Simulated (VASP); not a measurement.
Consider the following.

```yaml
crystal:
  lattice:
    - [0.00000, 2.83195, 2.83195]
    - [2.83195, 0.00000, 2.83195]
    - [2.83195, 2.83195, 0.00000]
  atoms:
    - { symbol: Ge, position: [0.00000, 0.00000, 0.00000] }
    - { symbol: Ge, position: [0.25000, 0.25000, 0.25000] }
```

These are PBEsol GGA, VASP's PBE PAW potentials (set 64) (plane waves; VASP 6.6.1) values and carry that method's errors. Numerical set-up: 480 eV cut-off, 10×10×10 Γ-centred mesh, first-order Methfessel-Paxton smearing of 0.10 eV, potentials Ge_d.

Stress in GPa, positive for a compressed cell; the cube axes lie along x, y and z, and the ions stay on their sites.

```tsv
strain	σxx	σyy	σzz
none	0.18	0.18	0.18
εzz = -1.0 %	0.64	0.64	1.34
εxx = +0.5 %, εyy = +0.5 %, εzz = +0.5 %	-0.82	-0.82	-0.82
εxx = -1.0 %	1.34	0.64	0.64
```

Task: Fit C11 and C12 to these rows, and predict the stress for εyy = -3.0 %.

Result: Least squares on Δσ_i = −C11 ε_i − C12 (ε_j + ε_k) over all components shown gives C11 = 115 GPa and C12 = 45 GPa, and so σxx, σyy, σzz = 1.52, 3.62, 1.52 GPa. The run gave 1.71, 3.81, 1.71 GPa; the difference holds the non-linear terms and numerical noise.

Left out are shears, moved atoms, failed runs and, from the fit, strains over 2.5 %.

The compound is Ge in the diamond structure.
